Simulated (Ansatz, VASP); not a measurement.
# Cross-check of Ge (Germanium) between VASP and Ansatz, part 2 of 5

One calculation is typed for both programs; each brings its own data sets. How far apart do they land? The structure shown is the end of the Ansatz relaxation below.

VASP 6.6.1 and Ansatz 0.2.0.

So far: Starting point; Ansatz: relaxation, PBEsol.

### 3. VASP: single point, PBEsol, pair 1

Level of this step: PBEsol; plane waves and PAW (Ge_d) (VASP).

The same cell, functional, mesh and smearing now go to VASP, with its own data sets.

Lines of VASP's logs that name or quote its potential files are left out, and so is its time.

Contents of INCAR:

```
SYSTEM = Ge
PREC = Accurate
ENCUT = 500
EDIFF = 1E-06
NELM = 120
ISMEAR = 0
SIGMA = 0.015
LREAL = .FALSE.
ALGO = Normal
GGA = PS
NBANDS = 20
LORBIT = 11
LWAVE = .FALSE.
LCHARG = .FALSE.
ISIF = 2
ISYM = 2
LASPH = .TRUE.
GGA_COMPAT = .FALSE.
EFERMI = MIDGAP
KPAR = 2
```

Contents of POSCAR:

```
Ge
1.0
   -0.0001941718      2.7598884487      2.7598884487
    2.7598884487     -0.0001941718      2.7598884487
    2.7598884487      2.7598884487     -0.0001941718
Ge
2
Direct
    0.4999771075      0.4999771075      0.4999771075
    0.7500228925      0.7500228925      0.7500228925
```

Contents of KPOINTS:

```
Points of the shifted mesh
1728
Reciprocal
 0.0416666667  0.0416666667  0.0416666667 1
 0.0416666667  0.0416666667  0.1250000000 1
 0.0416666667  0.0416666667  0.2083333333 1
 0.0416666667  0.0416666667  0.2916666667 1
 0.0416666667  0.0416666667  0.3750000000 1
 0.0416666667  0.0416666667  0.4583333333 1
 0.0416666667  0.0416666667  0.5416666667 1
 0.0416666667  0.0416666667  0.6250000000 1
 0.0416666667  0.0416666667  0.7083333333 1
 0.0416666667  0.0416666667  0.7916666667 1
 0.0416666667  0.0416666667  0.8750000000 1
 0.0416666667  0.0416666667  0.9583333333 1
 0.0416666667  0.1250000000  0.0416666667 1
 0.0416666667  0.1250000000  0.1250000000 1
 0.0416666667  0.1250000000  0.2083333333 1
 0.0416666667  0.1250000000  0.2916666667 1
 0.0416666667  0.1250000000  0.3750000000 1
 0.0416666667  0.1250000000  0.4583333333 1
 0.0416666667  0.1250000000  0.5416666667 1
 0.0416666667  0.1250000000  0.6250000000 1
 0.0416666667  0.1250000000  0.7083333333 1
 0.0416666667  0.1250000000  0.7916666667 1
 0.0416666667  0.1250000000  0.8750000000 1
 0.0416666667  0.1250000000  0.9583333333 1
 0.0416666667  0.2083333333  0.0416666667 1
 0.0416666667  0.2083333333  0.1250000000 1
 0.0416666667  0.2083333333  0.2083333333 1
 0.0416666667  0.2083333333  0.2916666667 1
 0.0416666667  0.2083333333  0.3750000000 1
 0.0416666667  0.2083333333  0.4583333333 1
 0.0416666667  0.2083333333  0.5416666667 1
 0.0416666667  0.2083333333  0.6250000000 1
 0.0416666667  0.2083333333  0.7083333333 1
 0.0416666667  0.2083333333  0.7916666667 1
 0.0416666667  0.2083333333  0.8750000000 1
 0.0416666667  0.2083333333  0.9583333333 1
 0.0416666667  0.2916666667  0.0416666667 1
 0.0416666667  0.2916666667  0.1250000000 1
 0.0416666667  0.2916666667  0.2083333333 1
 0.0416666667  0.2916666667  0.2916666667 1
 0.0416666667  0.2916666667  0.3750000000 1
 0.0416666667  0.2916666667  0.4583333333 1
 0.0416666667  0.2916666667  0.5416666667 1
 0.0416666667  0.2916666667  0.6250000000 1
 0.0416666667  0.2916666667  0.7083333333 1
 0.0416666667  0.2916666667  0.7916666667 1
 0.0416666667  0.2916666667  0.8750000000 1
 0.0416666667  0.2916666667  0.9583333333 1
 0.0416666667  0.3750000000  0.0416666667 1
 0.0416666667  0.3750000000  0.1250000000 1
 0.0416666667  0.3750000000  0.2083333333 1
 0.0416666667  0.3750000000  0.2916666667 1
 0.0416666667  0.3750000000  0.3750000000 1
 0.0416666667  0.3750000000  0.4583333333 1
 0.0416666667  0.3750000000  0.5416666667 1
 0.0416666667  0.3750000000  0.6250000000 1
 0.0416666667  0.3750000000  0.7083333333 1
 0.0416666667  0.3750000000  0.7916666667 1
 0.0416666667  0.3750000000  0.8750000000 1
 0.0416666667  0.3750000000  0.9583333333 1
 0.0416666667  0.4583333333  0.0416666667 1
 0.0416666667  0.4583333333  0.1250000000 1
 0.0416666667  0.4583333333  0.2083333333 1
 0.0416666667  0.4583333333  0.2916666667 1
 0.0416666667  0.4583333333  0.3750000000 1
 0.0416666667  0.4583333333  0.4583333333 1
 0.0416666667  0.4583333333  0.5416666667 1
 0.0416666667  0.4583333333  0.6250000000 1
 0.0416666667  0.4583333333  0.7083333333 1
 0.0416666667  0.4583333333  0.7916666667 1
 0.0416666667  0.4583333333  0.8750000000 1
 0.0416666667  0.4583333333  0.9583333333 1
 0.0416666667  0.5416666667  0.0416666667 1
 0.0416666667  0.5416666667  0.1250000000 1
 0.0416666667  0.5416666667  0.2083333333 1
 0.0416666667  0.5416666667  0.2916666667 1
 0.0416666667  0.5416666667  0.3750000000 1
 0.0416666667  0.5416666667  0.4583333333 1
 0.0416666667  0.5416666667  0.5416666667 1
 0.0416666667  0.5416666667  0.6250000000 1
 0.0416666667  0.5416666667  0.7083333333 1
 0.0416666667  0.5416666667  0.7916666667 1
 0.0416666667  0.5416666667  0.8750000000 1
 0.0416666667  0.5416666667  0.9583333333 1
 0.0416666667  0.6250000000  0.0416666667 1
 0.0416666667  0.6250000000  0.1250000000 1
 0.0416666667  0.6250000000  0.2083333333 1
 0.0416666667  0.6250000000  0.2916666667 1
 0.0416666667  0.6250000000  0.3750000000 1
 0.0416666667  0.6250000000  0.4583333333 1
 0.0416666667  0.6250000000  0.5416666667 1
 0.0416666667  0.6250000000  0.6250000000 1
 0.0416666667  0.6250000000  0.7083333333 1
 0.0416666667  0.6250000000  0.7916666667 1
 0.0416666667  0.6250000000  0.8750000000 1
 0.0416666667  0.6250000000  0.9583333333 1
 0.0416666667  0.7083333333  0.0416666667 1
 0.0416666667  0.7083333333  0.1250000000 1
 0.0416666667  0.7083333333  0.2083333333 1
 0.0416666667  0.7083333333  0.2916666667 1
 0.0416666667  0.7083333333  0.3750000000 1
 0.0416666667  0.7083333333  0.4583333333 1
 0.0416666667  0.7083333333  0.5416666667 1
 0.0416666667  0.7083333333  0.6250000000 1
 0.0416666667  0.7083333333  0.7083333333 1
 0.0416666667  0.7083333333  0.7916666667 1
 0.0416666667  0.7083333333  0.8750000000 1
 0.0416666667  0.7083333333  0.9583333333 1
 0.0416666667  0.7916666667  0.0416666667 1
 0.0416666667  0.7916666667  0.1250000000 1
 0.0416666667  0.7916666667  0.2083333333 1
 0.0416666667  0.7916666667  0.2916666667 1
[... 1390 lines left out ...]
 0.8750000000  0.4583333333  0.1250000000 1
 0.8750000000  0.4583333333  0.2083333333 1
 0.8750000000  0.4583333333  0.2916666667 1
 0.8750000000  0.4583333333  0.3750000000 1
 0.8750000000  0.4583333333  0.4583333333 1
 0.8750000000  0.4583333333  0.5416666667 1
 0.8750000000  0.4583333333  0.6250000000 1
 0.8750000000  0.4583333333  0.7083333333 1
 0.8750000000  0.4583333333  0.7916666667 1
 0.8750000000  0.4583333333  0.8750000000 1
 0.8750000000  0.4583333333  0.9583333333 1
 0.8750000000  0.5416666667  0.0416666667 1
 0.8750000000  0.5416666667  0.1250000000 1
 0.8750000000  0.5416666667  0.2083333333 1
 0.8750000000  0.5416666667  0.2916666667 1
 0.8750000000  0.5416666667  0.3750000000 1
 0.8750000000  0.5416666667  0.4583333333 1
 0.8750000000  0.5416666667  0.5416666667 1
 0.8750000000  0.5416666667  0.6250000000 1
 0.8750000000  0.5416666667  0.7083333333 1
 0.8750000000  0.5416666667  0.7916666667 1
 0.8750000000  0.5416666667  0.8750000000 1
 0.8750000000  0.5416666667  0.9583333333 1
 0.8750000000  0.6250000000  0.0416666667 1
 0.8750000000  0.6250000000  0.1250000000 1
 0.8750000000  0.6250000000  0.2083333333 1
 0.8750000000  0.6250000000  0.2916666667 1
 0.8750000000  0.6250000000  0.3750000000 1
 0.8750000000  0.6250000000  0.4583333333 1
 0.8750000000  0.6250000000  0.5416666667 1
 0.8750000000  0.6250000000  0.6250000000 1
 0.8750000000  0.6250000000  0.7083333333 1
 0.8750000000  0.6250000000  0.7916666667 1
 0.8750000000  0.6250000000  0.8750000000 1
 0.8750000000  0.6250000000  0.9583333333 1
 0.8750000000  0.7083333333  0.0416666667 1
 0.8750000000  0.7083333333  0.1250000000 1
 0.8750000000  0.7083333333  0.2083333333 1
 0.8750000000  0.7083333333  0.2916666667 1
 0.8750000000  0.7083333333  0.3750000000 1
 0.8750000000  0.7083333333  0.4583333333 1
 0.8750000000  0.7083333333  0.5416666667 1
 0.8750000000  0.7083333333  0.6250000000 1
 0.8750000000  0.7083333333  0.7083333333 1
 0.8750000000  0.7083333333  0.7916666667 1
 0.8750000000  0.7083333333  0.8750000000 1
 0.8750000000  0.7083333333  0.9583333333 1
 0.8750000000  0.7916666667  0.0416666667 1
 0.8750000000  0.7916666667  0.1250000000 1
 0.8750000000  0.7916666667  0.2083333333 1
 0.8750000000  0.7916666667  0.2916666667 1
 0.8750000000  0.7916666667  0.3750000000 1
 0.8750000000  0.7916666667  0.4583333333 1
 0.8750000000  0.7916666667  0.5416666667 1
 0.8750000000  0.7916666667  0.6250000000 1
 0.8750000000  0.7916666667  0.7083333333 1
 0.8750000000  0.7916666667  0.7916666667 1
 0.8750000000  0.7916666667  0.8750000000 1
 0.8750000000  0.7916666667  0.9583333333 1
 0.8750000000  0.8750000000  0.0416666667 1
 0.8750000000  0.8750000000  0.1250000000 1
 0.8750000000  0.8750000000  0.2083333333 1
 0.8750000000  0.8750000000  0.2916666667 1
 0.8750000000  0.8750000000  0.3750000000 1
 0.8750000000  0.8750000000  0.4583333333 1
 0.8750000000  0.8750000000  0.5416666667 1
 0.8750000000  0.8750000000  0.6250000000 1
 0.8750000000  0.8750000000  0.7083333333 1
 0.8750000000  0.8750000000  0.7916666667 1
 0.8750000000  0.8750000000  0.8750000000 1
 0.8750000000  0.8750000000  0.9583333333 1
 0.8750000000  0.9583333333  0.0416666667 1
 0.8750000000  0.9583333333  0.1250000000 1
 0.8750000000  0.9583333333  0.2083333333 1
 0.8750000000  0.9583333333  0.2916666667 1
 0.8750000000  0.9583333333  0.3750000000 1
 0.8750000000  0.9583333333  0.4583333333 1
 0.8750000000  0.9583333333  0.5416666667 1
 0.8750000000  0.9583333333  0.6250000000 1
 0.8750000000  0.9583333333  0.7083333333 1
 0.8750000000  0.9583333333  0.7916666667 1
 0.8750000000  0.9583333333  0.8750000000 1
 0.8750000000  0.9583333333  0.9583333333 1
 0.9583333333  0.0416666667  0.0416666667 1
 0.9583333333  0.0416666667  0.1250000000 1
 0.9583333333  0.0416666667  0.2083333333 1
 0.9583333333  0.0416666667  0.2916666667 1
 0.9583333333  0.0416666667  0.3750000000 1
 0.9583333333  0.0416666667  0.4583333333 1
 0.9583333333  0.0416666667  0.5416666667 1
 0.9583333333  0.0416666667  0.6250000000 1
 0.9583333333  0.0416666667  0.7083333333 1
 0.9583333333  0.0416666667  0.7916666667 1
 0.9583333333  0.0416666667  0.8750000000 1
 0.9583333333  0.0416666667  0.9583333333 1
 0.9583333333  0.1250000000  0.0416666667 1
 0.9583333333  0.1250000000  0.1250000000 1
 0.9583333333  0.1250000000  0.2083333333 1
 0.9583333333  0.1250000000  0.2916666667 1
 0.9583333333  0.1250000000  0.3750000000 1
 0.9583333333  0.1250000000  0.4583333333 1
 0.9583333333  0.1250000000  0.5416666667 1
 0.9583333333  0.1250000000  0.6250000000 1
 0.9583333333  0.1250000000  0.7083333333 1
 0.9583333333  0.1250000000  0.7916666667 1
 0.9583333333  0.1250000000  0.8750000000 1
 0.9583333333  0.1250000000  0.9583333333 1
 0.9583333333  0.2083333333  0.0416666667 1
 0.9583333333  0.2083333333  0.1250000000 1
 0.9583333333  0.2083333333  0.2083333333 1
 0.9583333333  0.2083333333  0.2916666667 1
 0.9583333333  0.2083333333  0.3750000000 1
 0.9583333333  0.2083333333  0.4583333333 1
 0.9583333333  0.2083333333  0.5416666667 1
 0.9583333333  0.2083333333  0.6250000000 1
 0.9583333333  0.2083333333  0.7083333333 1
 0.9583333333  0.2083333333  0.7916666667 1
 0.9583333333  0.2083333333  0.8750000000 1
 0.9583333333  0.2083333333  0.9583333333 1
 0.9583333333  0.2916666667  0.0416666667 1
 0.9583333333  0.2916666667  0.1250000000 1
 0.9583333333  0.2916666667  0.2083333333 1
 0.9583333333  0.2916666667  0.2916666667 1
 0.9583333333  0.2916666667  0.3750000000 1
 0.9583333333  0.2916666667  0.4583333333 1
 0.9583333333  0.2916666667  0.5416666667 1
 0.9583333333  0.2916666667  0.6250000000 1
 0.9583333333  0.2916666667  0.7083333333 1
 0.9583333333  0.2916666667  0.7916666667 1
 0.9583333333  0.2916666667  0.8750000000 1
 0.9583333333  0.2916666667  0.9583333333 1
 0.9583333333  0.3750000000  0.0416666667 1
 0.9583333333  0.3750000000  0.1250000000 1
 0.9583333333  0.3750000000  0.2083333333 1
 0.9583333333  0.3750000000  0.2916666667 1
 0.9583333333  0.3750000000  0.3750000000 1
 0.9583333333  0.3750000000  0.4583333333 1
 0.9583333333  0.3750000000  0.5416666667 1
 0.9583333333  0.3750000000  0.6250000000 1
 0.9583333333  0.3750000000  0.7083333333 1
 0.9583333333  0.3750000000  0.7916666667 1
 0.9583333333  0.3750000000  0.8750000000 1
 0.9583333333  0.3750000000  0.9583333333 1
 0.9583333333  0.4583333333  0.0416666667 1
 0.9583333333  0.4583333333  0.1250000000 1
 0.9583333333  0.4583333333  0.2083333333 1
 0.9583333333  0.4583333333  0.2916666667 1
 0.9583333333  0.4583333333  0.3750000000 1
 0.9583333333  0.4583333333  0.4583333333 1
 0.9583333333  0.4583333333  0.5416666667 1
 0.9583333333  0.4583333333  0.6250000000 1
 0.9583333333  0.4583333333  0.7083333333 1
 0.9583333333  0.4583333333  0.7916666667 1
 0.9583333333  0.4583333333  0.8750000000 1
 0.9583333333  0.4583333333  0.9583333333 1
 0.9583333333  0.5416666667  0.0416666667 1
 0.9583333333  0.5416666667  0.1250000000 1
 0.9583333333  0.5416666667  0.2083333333 1
 0.9583333333  0.5416666667  0.2916666667 1
 0.9583333333  0.5416666667  0.3750000000 1
 0.9583333333  0.5416666667  0.4583333333 1
 0.9583333333  0.5416666667  0.5416666667 1
 0.9583333333  0.5416666667  0.6250000000 1
 0.9583333333  0.5416666667  0.7083333333 1
 0.9583333333  0.5416666667  0.7916666667 1
 0.9583333333  0.5416666667  0.8750000000 1
 0.9583333333  0.5416666667  0.9583333333 1
 0.9583333333  0.6250000000  0.0416666667 1
 0.9583333333  0.6250000000  0.1250000000 1
 0.9583333333  0.6250000000  0.2083333333 1
 0.9583333333  0.6250000000  0.2916666667 1
 0.9583333333  0.6250000000  0.3750000000 1
 0.9583333333  0.6250000000  0.4583333333 1
 0.9583333333  0.6250000000  0.5416666667 1
 0.9583333333  0.6250000000  0.6250000000 1
 0.9583333333  0.6250000000  0.7083333333 1
 0.9583333333  0.6250000000  0.7916666667 1
 0.9583333333  0.6250000000  0.8750000000 1
 0.9583333333  0.6250000000  0.9583333333 1
 0.9583333333  0.7083333333  0.0416666667 1
 0.9583333333  0.7083333333  0.1250000000 1
 0.9583333333  0.7083333333  0.2083333333 1
 0.9583333333  0.7083333333  0.2916666667 1
 0.9583333333  0.7083333333  0.3750000000 1
 0.9583333333  0.7083333333  0.4583333333 1
 0.9583333333  0.7083333333  0.5416666667 1
 0.9583333333  0.7083333333  0.6250000000 1
 0.9583333333  0.7083333333  0.7083333333 1
 0.9583333333  0.7083333333  0.7916666667 1
 0.9583333333  0.7083333333  0.8750000000 1
 0.9583333333  0.7083333333  0.9583333333 1
 0.9583333333  0.7916666667  0.0416666667 1
 0.9583333333  0.7916666667  0.1250000000 1
 0.9583333333  0.7916666667  0.2083333333 1
 0.9583333333  0.7916666667  0.2916666667 1
 0.9583333333  0.7916666667  0.3750000000 1
 0.9583333333  0.7916666667  0.4583333333 1
 0.9583333333  0.7916666667  0.5416666667 1
 0.9583333333  0.7916666667  0.6250000000 1
 0.9583333333  0.7916666667  0.7083333333 1
 0.9583333333  0.7916666667  0.7916666667 1
 0.9583333333  0.7916666667  0.8750000000 1
 0.9583333333  0.7916666667  0.9583333333 1
 0.9583333333  0.8750000000  0.0416666667 1
 0.9583333333  0.8750000000  0.1250000000 1
 0.9583333333  0.8750000000  0.2083333333 1
 0.9583333333  0.8750000000  0.2916666667 1
 0.9583333333  0.8750000000  0.3750000000 1
 0.9583333333  0.8750000000  0.4583333333 1
 0.9583333333  0.8750000000  0.5416666667 1
 0.9583333333  0.8750000000  0.6250000000 1
 0.9583333333  0.8750000000  0.7083333333 1
 0.9583333333  0.8750000000  0.7916666667 1
 0.9583333333  0.8750000000  0.8750000000 1
 0.9583333333  0.8750000000  0.9583333333 1
 0.9583333333  0.9583333333  0.0416666667 1
 0.9583333333  0.9583333333  0.1250000000 1
 0.9583333333  0.9583333333  0.2083333333 1
 0.9583333333  0.9583333333  0.2916666667 1
 0.9583333333  0.9583333333  0.3750000000 1
 0.9583333333  0.9583333333  0.4583333333 1
 0.9583333333  0.9583333333  0.5416666667 1
 0.9583333333  0.9583333333  0.6250000000 1
 0.9583333333  0.9583333333  0.7083333333 1
 0.9583333333  0.9583333333  0.7916666667 1
 0.9583333333  0.9583333333  0.8750000000 1
 0.9583333333  0.9583333333  0.9583333333 1
```

The projector-augmented-wave data sets are Ge_d (PBE family, release 64).

Run with:

```console
$ mpirun -np 2 vasp_std
```

The program printed:

```text
[banner, memory and clock lines left out]
running    2 mpi-ranks, on    1 nodes
 distrk:  each k-point on    1 cores,    2 groups
 distr:  one band on    1 cores,    1 groups

 POSCAR found type information on POSCAR Ge
 POSCAR found :  1 types and       2 ions
|                                                                             |
|               ----> ADVICE to this user running VASP <----                  |
|                                                                             |
|     You enforced a specific xc type in the INCAR file but a different       |
|     [... a line on the potential file left out ...]
|     I HOPE YOU KNOW WHAT YOU ARE DOING!                                     |
|                                                                             |

 LDA part: xc-table for (Slater+PW92), standard interpolation
 POSCAR, INCAR and KPOINTS ok, starting setup
 FFT: planning ... GRIDC
 FFT: planning ... GRID_SOFT
 FFT: planning ... GRID
 WAVECAR not read
 entering main loop
       N       E                     dE             d eps       ncg     rms          rms(c)
DAV:   1     0.180154719305E+03    0.18015E+03   -0.14526E+04 74748   0.383E+03
DAV:   2     0.148072626402E+02   -0.16535E+03   -0.16085E+03 69276   0.583E+02
DAV:   3    -0.923981552577E+01   -0.24047E+02   -0.23870E+02 77484   0.142E+02
DAV:   4    -0.997896959875E+01   -0.73915E+00   -0.73857E+00 78392   0.295E+01
DAV:   5    -0.999076705270E+01   -0.11797E-01   -0.11797E-01 77260   0.404E+00    0.361E+00
DAV:   6    -0.986228772051E+01    0.12848E+00   -0.42318E-02 81928   0.232E+00    0.205E+00
DAV:   7    -0.980204009114E+01    0.60248E-01   -0.76443E-02 71796   0.257E+00    0.161E-01
DAV:   8    -0.980315136609E+01   -0.11113E-02   -0.72239E-03 79532   0.114E+00    0.551E-02
DAV:   9    -0.980328117199E+01   -0.12981E-03   -0.19427E-04 74652   0.158E-01    0.915E-03
DAV:  10    -0.980328344715E+01   -0.22752E-05   -0.11327E-05101164   0.402E-02    0.538E-03
DAV:  11    -0.980328458189E+01   -0.11347E-05   -0.24886E-06 62644   0.160E-02    0.204E-03
DAV:  12    -0.980328441450E+01    0.16739E-06   -0.20272E-07 42852   0.954E-03
   1 F= -.98032844E+01 E0= -.98032844E+01  d E =-.382986E-91
```

(Continued in part 3 of 5.)

[Lines on the potential files, build, host, timing and source positions are cut from VASP's logs without a mark.]

[Logs are printed without paths, hosts, clocks, repeated set-up lines and the standing remarks that a program may print on its own settings, such as how far it seeks lower states.]

[Hosts, paths, dates, database ids (printed as entryN), source tags and the programs' standing remarks are cut or masked in the printed files.]
